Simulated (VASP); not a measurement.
# Dynamics of Ta2N at finite temperature, part 2 of 3

Wanted: temperature and structure of Ta2N along a short trajectory. The start is a computed cell from the Materials Project.

VASP 6.6.1; LDA; plane waves and PAW (Ta, N).

So far. Step 2 (Relax the host): The run ended after 9 ionic steps, 0.094 eV below its first step, once forces and stress met EDIFFG = -0.02.

### Step 3. Molecular dynamics

System of this step: Ta2N. It takes space group P-3m1 (No. 164, trigonal). Conventional cell: a = 3.073 Å, b = 3.073 Å, c = 4.762 Å, α = 90.00°, β = 90.00°, γ = 120.00°. Nearest to Ta lie 3 N at 2.15 Å. N has 6 Ta at 2.15 Å nearest. Farther neighbours and most contacts between anions are not listed.

Few k-points, a looser threshold and, at fixed cell, a modest cutoff make many steps affordable, at some cost in the accuracy of forces and more in that of pressure. The electronic smearing is set to the highest ionic temperature of the stage, and to no less than 300 K.

The input, INCAR:

```
SYSTEM = Ta2N
PREC = Normal
ENCUT = 340
EDIFF = 1E-04
NELM = 120
ISMEAR = -1
SIGMA = 0.0431
LREAL = Auto
ALGO = VeryFast
GGA = CA
NBANDS = 116
LASPH = .TRUE.
LWAVE = .FALSE.
LCHARG = .FALSE.
KPAR = 4
IBRION = 0
NSW = 150
POTIM = 1
TEBEG = 500
TEEND = 500
ISYM = 0
ISIF = 2
NELMIN = 4
MAXMIX = 40
NBLOCK = 1
RANDOM_SEED = 4888 0 0
NWRITE = 1
MDALGO = 5
CSVR_PERIOD = 20
```

The input, POSCAR:

```
Ta2N
1.0
   -4.6099049552      2.6615298668      4.7624170533
    4.6099049552     -2.6615298668      4.7624170533
    4.6099049550      7.9845896004    -14.2872511599
Ta N
24 12
Direct
    0.4602661455      0.2935994788      0.1666666667
    0.9602661455      0.7935994788      0.1666666667
    0.9602661455      0.2935994788      0.3333333333
    0.4602661455      0.7935994788      0.3333333333
    0.4602661455      0.2935994788      0.5000000000
    0.9602661455      0.7935994788      0.5000000000
    0.9602661455      0.2935994788      0.6666666667
    0.4602661455      0.7935994788      0.6666666667
    0.4602661454      0.2935994788      0.8333333333
    0.9602661455      0.7935994788      0.8333333333
    0.9602661455      0.2935994788      0.0000000000
    0.4602661455      0.7935994788      0.0000000000
    0.5397338546      0.7064005213      0.1666666667
    0.0397338546      0.2064005213      0.1666666667
    0.0397338546      0.7064005213      0.3333333333
    0.5397338546      0.2064005213      0.3333333333
    0.5397338546      0.7064005213      0.5000000000
    0.0397338546      0.2064005213      0.5000000000
    0.0397338545      0.7064005213      0.6666666667
    0.5397338546      0.2064005213      0.6666666667
    0.5397338546      0.7064005213      0.8333333333
    0.0397338546      0.2064005213      0.8333333333
    0.0397338546      0.7064005213      0.0000000000
    0.5397338545      0.2064005213      0.0000000000
    0.0000000000      0.0000000000      0.0000000000
    0.5000000000      0.5000000000      0.0000000000
    0.5000000000      0.0000000000      0.1666666667
    0.0000000000      0.5000000000      0.1666666667
    0.0000000000      0.0000000000      0.3333333333
    0.5000000000      0.5000000000      0.3333333333
    0.5000000000      0.0000000000      0.5000000000
    0.0000000000      0.5000000000      0.5000000000
    0.0000000000      0.0000000000      0.6666666667
    0.5000000000      0.5000000000      0.6666666667
    0.5000000000      0.0000000000      0.8333333333
    0.0000000000      0.5000000000      0.8333333333
```

The input, KPOINTS:

```
Automatic mesh
0
Gamma
2 2 2
0 0 0
```

Potentials, in the order of the species: Ta and N (LDA family, release 64).

Run with:

```sh
mpirun -np 4 vasp_std
```

What it wrote:

```text
[banner, memory and clock lines left out]
running    4 mpi-ranks, on    1 nodes
 distrk:  each k-point on    1 cores,    4 groups
 distr:  one band on    1 cores,    1 groups

 POSCAR found type information on POSCAR TaN
 POSCAR found :  2 types and      36 ions
 LDA part: xc-table for (Slater(with rela. corr.)+CA(PZ))
 , standard interpolation
 POSCAR, INCAR and KPOINTS ok, starting setup
 FFT: planning ... GRIDC
 FFT: planning ... GRID_SOFT
 FFT: planning ... GRID
 WAVECAR not read
 prediction of wavefunctions initialized - no I/O
 entering main loop
       N       E                     dE             d eps       ncg     rms          rms(c)
RMM:   1     0.122486477114E+04    0.12249E+04   -0.48796E+04   928   0.854E+02
RMM:   2     0.562937967254E+02   -0.11686E+04   -0.12237E+04   928   0.228E+02
RMM:   3    -0.298675420866E+03   -0.35497E+03   -0.37302E+03   928   0.125E+02
RMM:   4    -0.410780588971E+03   -0.11211E+03   -0.11130E+03   928   0.797E+01
RMM:   5    -0.453690593487E+03   -0.42910E+02   -0.40163E+02   928   0.419E+01
RMM:   6    -0.471782771757E+03   -0.18092E+02   -0.16822E+02   928   0.276E+01
RMM:   7    -0.480183093887E+03   -0.84003E+01   -0.80341E+01   928   0.165E+01
RMM:   8    -0.484608086915E+03   -0.44250E+01   -0.41894E+01   928   0.118E+01
RMM:   9    -0.489898306864E+03   -0.52902E+01   -0.51553E+01  2276   0.761E+00
RMM:  10    -0.490934117644E+03   -0.10358E+01   -0.96244E+00  2255   0.245E+00
RMM:  11    -0.491248940184E+03   -0.31482E+00   -0.21287E+00  2421   0.100E+00
RMM:  12    -0.491358987912E+03   -0.11005E+00   -0.87449E-01  2308   0.518E-01    0.102E+02
RMM:  13    -0.458959500634E+03    0.32399E+02   -0.19869E+02  3322   0.260E+01    0.507E+01
RMM:  14    -0.454112122689E+03    0.48474E+01   -0.33754E+01  3315   0.118E+01    0.199E+01
RMM:  15    -0.452742578275E+03    0.13695E+01   -0.67863E+00  2848   0.455E+00    0.113E+00
RMM:  16    -0.452730048562E+03    0.12530E-01   -0.44689E-01  2067   0.101E+00    0.514E-01
RMM:  17    -0.452735459666E+03   -0.54111E-02   -0.10232E-01  2228   0.429E-01    0.200E-01
RMM:  18    -0.452737016497E+03   -0.15568E-02   -0.18350E-02  2184   0.170E-01    0.114E-01
RMM:  19    -0.452737561125E+03   -0.54463E-03   -0.55733E-03  2092   0.736E-02    0.551E-02
RMM:  20    -0.452737711162E+03   -0.15004E-03   -0.16546E-03  1442   0.330E-02    0.272E-02
RMM:  21    -0.452737752010E+03   -0.40847E-04   -0.53666E-04  1264   0.209E-02
      1 T=   466. E= -.45062789E+03 F= -.45273775E+03 E0= -.45267709E+03  EK= 0.21099E+01 SP= 0.00E+00 SK= 0.00E+00
 bond charge predicted
       N       E                     dE             d eps       ncg     rms          rms(c)
RMM:   1    -0.452718613572E+03    0.19098E-01   -0.43705E+00  1856   0.595E+00    0.715E-01
RMM:   2    -0.452727925295E+03   -0.93117E-02   -0.13265E-01  1901   0.114E+00    0.312E-01
RMM:   3    -0.452730210296E+03   -0.22850E-02   -0.27810E-02  2240   0.309E-01    0.148E-01
RMM:   4    -0.452730406873E+03   -0.19658E-03   -0.42000E-03  2144   0.121E-01    0.577E-02
RMM:   5    -0.452730491483E+03   -0.84610E-04   -0.11526E-03  1656   0.572E-02    0.341E-02
RMM:   6    -0.452730509688E+03   -0.18205E-04   -0.24733E-04  1265   0.286E-02
      2 T=   468. E= -.45061352E+03 F= -.45273051E+03 E0= -.45267001E+03  EK= 0.21170E+01 SP= 0.00E+00 SK= 0.00E+00
[... from here on, the cycles between the ionic steps are left out ...]
      3 T=   505. E= -.45041977E+03 F= -.45270542E+03 E0= -.45264529E+03  EK= 0.22856E+01 SP= 0.00E+00 SK= 0.00E+00
      5 T=   515. E= -.45026965E+03 F= -.45259989E+03 E0= -.45254088E+03  EK= 0.23302E+01 SP= 0.00E+00 SK= 0.00E+00
      7 T=   436. E= -.45046010E+03 F= -.45243101E+03 E0= -.45237320E+03  EK= 0.19709E+01 SP= 0.00E+00 SK= 0.00E+00
      9 T=   413. E= -.45036675E+03 F= -.45223597E+03 E0= -.45217919E+03  EK= 0.18692E+01 SP= 0.00E+00 SK= 0.00E+00
     11 T=   406. E= -.45019680E+03 F= -.45203290E+03 E0= -.45197712E+03  EK= 0.18361E+01 SP= 0.00E+00 SK= 0.00E+00
     13 T=   418. E= -.44995701E+03 F= -.45184795E+03 E0= -.45179315E+03  EK= 0.18909E+01 SP= 0.00E+00 SK= 0.00E+00
     15 T=   398. E= -.44990442E+03 F= -.45170696E+03 E0= -.45165310E+03  EK= 0.18025E+01 SP= 0.00E+00 SK= 0.00E+00
     17 T=   399. E= -.44982513E+03 F= -.45163197E+03 E0= -.45157896E+03  EK= 0.18068E+01 SP= 0.00E+00 SK= 0.00E+00
     19 T=   405. E= -.44979673E+03 F= -.45162756E+03 E0= -.45157525E+03  EK= 0.18308E+01 SP= 0.00E+00 SK= 0.00E+00
     21 T=   473. E= -.44954468E+03 F= -.45168394E+03 E0= -.45163217E+03  EK= 0.21393E+01 SP= 0.00E+00 SK= 0.00E+00
     23 T=   464. E= -.44967329E+03 F= -.45177402E+03 E0= -.45172261E+03  EK= 0.21007E+01 SP= 0.00E+00 SK= 0.00E+00
     25 T=   457. E= -.44979462E+03 F= -.45186232E+03 E0= -.45181108E+03  EK= 0.20677E+01 SP= 0.00E+00 SK= 0.00E+00
     27 T=   443. E= -.44991583E+03 F= -.45191834E+03 E0= -.45186708E+03  EK= 0.20025E+01 SP= 0.00E+00 SK= 0.00E+00
     29 T=   429. E= -.44998433E+03 F= -.45192339E+03 E0= -.45187192E+03  EK= 0.19391E+01 SP= 0.00E+00 SK= 0.00E+00
     31 T=   391. E= -.45009901E+03 F= -.45186639E+03 E0= -.45181444E+03  EK= 0.17674E+01 SP= 0.00E+00 SK= 0.00E+00
     33 T=   394. E= -.44996239E+03 F= -.45174684E+03 E0= -.45169404E+03  EK= 0.17844E+01 SP= 0.00E+00 SK= 0.00E+00
     35 T=   410. E= -.44970689E+03 F= -.45156138E+03 E0= -.45150743E+03  EK= 0.18545E+01 SP= 0.00E+00 SK= 0.00E+00
     37 T=   402. E= -.44950241E+03 F= -.45131914E+03 E0= -.45126392E+03  EK= 0.18167E+01 SP= 0.00E+00 SK= 0.00E+00
     39 T=   363. E= -.44939425E+03 F= -.45103710E+03 E0= -.45098080E+03  EK= 0.16428E+01 SP= 0.00E+00 SK= 0.00E+00
     41 T=   354. E= -.44914569E+03 F= -.45074930E+03 E0= -.45069233E+03  EK= 0.16036E+01 SP= 0.00E+00 SK= 0.00E+00
     43 T=   314. E= -.44906136E+03 F= -.45048379E+03 E0= -.45042653E+03  EK= 0.14224E+01 SP= 0.00E+00 SK= 0.00E+00
     45 T=   301. E= -.44891428E+03 F= -.45027533E+03 E0= -.45021810E+03  EK= 0.13610E+01 SP= 0.00E+00 SK= 0.00E+00
     47 T=   285. E= -.44884998E+03 F= -.45014048E+03 E0= -.45008358E+03  EK= 0.12905E+01 SP= 0.00E+00 SK= 0.00E+00
     49 T=   302. E= -.44871997E+03 F= -.45008682E+03 E0= -.45003053E+03  EK= 0.13669E+01 SP= 0.00E+00 SK= 0.00E+00
     51 T=   328. E= -.44861755E+03 F= -.45009946E+03 E0= -.45004402E+03  EK= 0.14819E+01 SP= 0.00E+00 SK= 0.00E+00
     53 T=   335. E= -.44863727E+03 F= -.45015103E+03 E0= -.45009652E+03  EK= 0.15138E+01 SP= 0.00E+00 SK= 0.00E+00
     55 T=   363. E= -.44856804E+03 F= -.45021032E+03 E0= -.45015657E+03  EK= 0.16423E+01 SP= 0.00E+00 SK= 0.00E+00
     57 T=   405. E= -.44841542E+03 F= -.45024833E+03 E0= -.45019495E+03  EK= 0.18329E+01 SP= 0.00E+00 SK= 0.00E+00
     59 T=   409. E= -.44839143E+03 F= -.45023993E+03 E0= -.45018640E+03  EK= 0.18485E+01 SP= 0.00E+00 SK= 0.00E+00
     61 T=   414. E= -.44829959E+03 F= -.45017445E+03 E0= -.45012031E+03  EK= 0.18749E+01 SP= 0.00E+00 SK= 0.00E+00
     63 T=   390. E= -.44829142E+03 F= -.45005802E+03 E0= -.45000314E+03  EK= 0.17666E+01 SP= 0.00E+00 SK= 0.00E+00
     65 T=   345. E= -.44835249E+03 F= -.44991225E+03 E0= -.44985686E+03  EK= 0.15598E+01 SP= 0.00E+00 SK= 0.00E+00
     67 T=   320. E= -.44832203E+03 F= -.44977107E+03 E0= -.44971561E+03  EK= 0.14490E+01 SP= 0.00E+00 SK= 0.00E+00
     69 T=   315. E= -.44823153E+03 F= -.44965753E+03 E0= -.44960233E+03  EK= 0.14260E+01 SP= 0.00E+00 SK= 0.00E+00
     71 T=   313. E= -.44817128E+03 F= -.44958633E+03 E0= -.44953161E+03  EK= 0.14150E+01 SP= 0.00E+00 SK= 0.00E+00
     73 T=   332. E= -.44806212E+03 F= -.44956578E+03 E0= -.44951161E+03  EK= 0.15037E+01 SP= 0.00E+00 SK= 0.00E+00
     75 T=   365. E= -.44793879E+03 F= -.44959047E+03 E0= -.44953682E+03  EK= 0.16517E+01 SP= 0.00E+00 SK= 0.00E+00
     77 T=   353. E= -.44804816E+03 F= -.44964356E+03 E0= -.44959030E+03  EK= 0.15954E+01 SP= 0.00E+00 SK= 0.00E+00
     79 T=   359. E= -.44808440E+03 F= -.44970918E+03 E0= -.44965602E+03  EK= 0.16248E+01 SP= 0.00E+00 SK= 0.00E+00
     81 T=   354. E= -.44817289E+03 F= -.44977377E+03 E0= -.44972041E+03  EK= 0.16009E+01 SP= 0.00E+00 SK= 0.00E+00
     83 T=   358. E= -.44821111E+03 F= -.44982852E+03 E0= -.44977486E+03  EK= 0.16174E+01 SP= 0.00E+00 SK= 0.00E+00
     85 T=   391. E= -.44810699E+03 F= -.44987565E+03 E0= -.44982180E+03  EK= 0.17687E+01 SP= 0.00E+00 SK= 0.00E+00
     87 T=   345. E= -.44835398E+03 F= -.44991262E+03 E0= -.44985890E+03  EK= 0.15586E+01 SP= 0.00E+00 SK= 0.00E+00
     89 T=   371. E= -.44826813E+03 F= -.44994448E+03 E0= -.44989111E+03  EK= 0.16763E+01 SP= 0.00E+00 SK= 0.00E+00
     91 T=   394. E= -.44819798E+03 F= -.44998187E+03 E0= -.44992895E+03  EK= 0.17839E+01 SP= 0.00E+00 SK= 0.00E+00
     93 T=   424. E= -.44810828E+03 F= -.45002603E+03 E0= -.44997348E+03  EK= 0.19178E+01 SP= 0.00E+00 SK= 0.00E+00
     95 T=   485. E= -.44788219E+03 F= -.45007859E+03 E0= -.45002630E+03  EK= 0.21964E+01 SP= 0.00E+00 SK= 0.00E+00
     97 T=   459. E= -.44805651E+03 F= -.45013359E+03 E0= -.45008145E+03  EK= 0.20771E+01 SP= 0.00E+00 SK= 0.00E+00
     99 T=   492. E= -.44796106E+03 F= -.45018836E+03 E0= -.45013633E+03  EK= 0.22273E+01 SP= 0.00E+00 SK= 0.00E+00
    101 T=   493. E= -.44800831E+03 F= -.45024007E+03 E0= -.45018812E+03  EK= 0.22318E+01 SP= 0.00E+00 SK= 0.00E+00
    103 T=   466. E= -.44817712E+03 F= -.45028655E+03 E0= -.45023473E+03  EK= 0.21094E+01 SP= 0.00E+00 SK= 0.00E+00
    105 T=   473. E= -.44819095E+03 F= -.45033040E+03 E0= -.45027883E+03  EK= 0.21394E+01 SP= 0.00E+00 SK= 0.00E+00
    107 T=   521. E= -.44801304E+03 F= -.45037225E+03 E0= -.45032106E+03  EK= 0.23592E+01 SP= 0.00E+00 SK= 0.00E+00
    109 T=   532. E= -.44800096E+03 F= -.45040920E+03 E0= -.45035836E+03  EK= 0.24082E+01 SP= 0.00E+00 SK= 0.00E+00
    111 T=   525. E= -.44806365E+03 F= -.45043707E+03 E0= -.45038633E+03  EK= 0.23734E+01 SP= 0.00E+00 SK= 0.00E+00
    113 T=   552. E= -.44796389E+03 F= -.45045909E+03 E0= -.45040810E+03  EK= 0.24952E+01 SP= 0.00E+00 SK= 0.00E+00
    115 T=   523. E= -.44810309E+03 F= -.45047089E+03 E0= -.45041932E+03  EK= 0.23678E+01 SP= 0.00E+00 SK= 0.00E+00
    117 T=   475. E= -.44832877E+03 F= -.45047602E+03 E0= -.45042380E+03  EK= 0.21472E+01 SP= 0.00E+00 SK= 0.00E+00
    119 T=   437. E= -.44850664E+03 F= -.45048185E+03 E0= -.45042912E+03  EK= 0.19752E+01 SP= 0.00E+00 SK= 0.00E+00
    121 T=   423. E= -.44858170E+03 F= -.45049470E+03 E0= -.45044177E+03  EK= 0.19130E+01 SP= 0.00E+00 SK= 0.00E+00
    123 T=   442. E= -.44851719E+03 F= -.45051548E+03 E0= -.45046264E+03  EK= 0.19983E+01 SP= 0.00E+00 SK= 0.00E+00
    125 T=   414. E= -.44866845E+03 F= -.45054042E+03 E0= -.45048793E+03  EK= 0.18720E+01 SP= 0.00E+00 SK= 0.00E+00
    127 T=   406. E= -.44872643E+03 F= -.45056472E+03 E0= -.45051266E+03  EK= 0.18383E+01 SP= 0.00E+00 SK= 0.00E+00
    129 T=   417. E= -.44869875E+03 F= -.45058716E+03 E0= -.45053540E+03  EK= 0.18884E+01 SP= 0.00E+00 SK= 0.00E+00
    131 T=   419. E= -.44871122E+03 F= -.45060731E+03 E0= -.45055549E+03  EK= 0.18961E+01 SP= 0.00E+00 SK= 0.00E+00
    133 T=   439. E= -.44863756E+03 F= -.45062339E+03 E0= -.45057100E+03  EK= 0.19858E+01 SP= 0.00E+00 SK= 0.00E+00
    135 T=   414. E= -.44876199E+03 F= -.45063550E+03 E0= -.45058205E+03  EK= 0.18735E+01 SP= 0.00E+00 SK= 0.00E+00
    137 T=   450. E= -.44861360E+03 F= -.45064784E+03 E0= -.45059305E+03  EK= 0.20342E+01 SP= 0.00E+00 SK= 0.00E+00
    139 T=   488. E= -.44845520E+03 F= -.45066315E+03 E0= -.45060690E+03  EK= 0.22080E+01 SP= 0.00E+00 SK= 0.00E+00
    141 T=   555. E= -.44816790E+03 F= -.45067949E+03 E0= -.45062192E+03  EK= 0.25116E+01 SP= 0.00E+00 SK= 0.00E+00
    143 T=   570. E= -.44811504E+03 F= -.45069498E+03 E0= -.45063640E+03  EK= 0.25799E+01 SP= 0.00E+00 SK= 0.00E+00
    145 T=   538. E= -.44826984E+03 F= -.45070593E+03 E0= -.45064682E+03  EK= 0.24361E+01 SP= 0.00E+00 SK= 0.00E+00
    147 T=   522. E= -.44835532E+03 F= -.45071807E+03 E0= -.45065892E+03  EK= 0.23627E+01 SP= 0.00E+00 SK= 0.00E+00
    149 T=   505. E= -.44845204E+03 F= -.45073566E+03 E0= -.45067688E+03  EK= 0.22836E+01 SP= 0.00E+00 SK= 0.00E+00
Information: wavefunction orthogonal band  115  0.8911
 bond charge predicted
 prediction of wavefunctions
       N       E                     dE             d eps       ncg     rms          rms(c)
RMM:   1    -0.450746616303E+03   -0.10964E-01   -0.35942E-02  2252   0.250E-01    0.188E-02
RMM:   2    -0.450747050945E+03   -0.43464E-03   -0.46894E-03  2031   0.142E-01    0.521E-03
RMM:   3    -0.450747187131E+03   -0.13619E-03   -0.13663E-03  1797   0.531E-02    0.389E-03
RMM:   4    -0.450747198536E+03   -0.11405E-04   -0.11602E-04  1146   0.205E-02
    150 T=   523. E= -.44838029E+03 F= -.45074720E+03 E0= -.45068870E+03  EK= 0.23669E+01 SP= 0.00E+00 SK= 0.00E+00
 bond charge predicted
 prediction of wavefunctions
 wavefunctions rotated
```

The job ended after 35 min (4 MPI ranks of AMD EPYC 9R45, shared host; peak memory 2.1 GiB; 2.1 h of CPU time).

(Part 2 of 3 ends here.)

[Lines on the potential files, build, host, timing and source positions are cut from VASP's logs without a mark.]

[Logs are printed without paths, hosts, clocks, repeated set-up lines and the standing remarks that a program may print on its own settings, such as how far it seeks lower states.]

[Hosts, paths, dates, database ids (printed as entryN), source tags and the programs' standing remarks are cut or masked in the printed files.]

[Runs that stopped without an error message from VASP are left out.]
